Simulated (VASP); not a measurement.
Data:

```xyz
2
Lattice="0.0000 3.1920 3.1920 3.1920 0.0000 3.1920 3.1920 3.1920 0.0000" Properties=species:S:1:pos:R:3 pbc="T T T"
K      0.0000     0.0000     0.0000
Cl     3.1920     3.1920     3.1920
```

These are PBE GGA, VASP's PBE PAW potentials (set 64) (plane waves; VASP) values and carry that method's errors. Numerical set-up: 400 eV cut-off, 7×7×7 Γ-centred mesh, Gaussian smearing of 0.050 eV, potentials K_sv Cl.

Question: What does the run give for the energy per atom (σ→0), band gap (on the k-mesh) with the smallest direct gap where there is one?

Answer: 
```
Property                                     Result
-----------------------------------  --------------
band gap (on the k-mesh)                    5.04 eV
smallest direct gap (on the k-mesh)         5.04 eV
energy per atom (σ→0)                -3.405 eV/atom
```

Total energies compare only between runs with the same potentials, cut-off and functional.

The compound is KCl in the rock salt structure. It was relaxed first. The start is the result of an earlier pass.
